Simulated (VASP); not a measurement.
Input:

```
Na2S
1.0
    0.00000     3.26383     3.26383
    3.26383     0.00000     3.26383
    3.26383     3.26383     0.00000
Na S
2 1
Cartesian
  1.63191   1.63191   1.63191
  4.89574   4.89574   4.89574
  3.26383   3.26383   0.00000
```

Method: PBE GGA with D4 dispersion, VASP's PBE PAW potentials (set 64) (plane waves; VASP 6.6.1). Settings: 520 eV cut-off, Gaussian smearing of 0.050 eV, potentials Na_pv S.

### Question
Give the energies of bands 8 to 13 at the high-symmetry points, in eV from the valence-band maximum.

### Answer

```json
[
 {"band": "8", "Γ": "0.00", "X": "-1.48", "U": "-1.23", "L": "-1.65", "W": "-1.02"},
 {"band": "9", "Γ": "0.00", "X": "-0.46", "U": "-0.93", "L": "-0.13", "W": "-1.02"},
 {"band": "10", "Γ": "0.00", "X": "-0.46", "U": "-0.35", "L": "-0.13", "W": "-0.58"},
 {"band": "11", "Γ": "2.51", "X": "3.85", "U": "4.55", "L": "4.82", "W": "4.82"},
 {"band": "12", "Γ": "7.76", "X": "6.02", "U": "6.44", "L": "6.47", "W": "7.25"},
 {"band": "13", "Γ": "7.76", "X": "8.51", "U": "7.90", "L": "7.16", "W": "7.25"}
]
```

The gap is direct, 2.51 eV, from the valence maximum at Γ to the conduction minimum at Γ.

The compound is Na2S in the antifluorite structure. It was relaxed first.
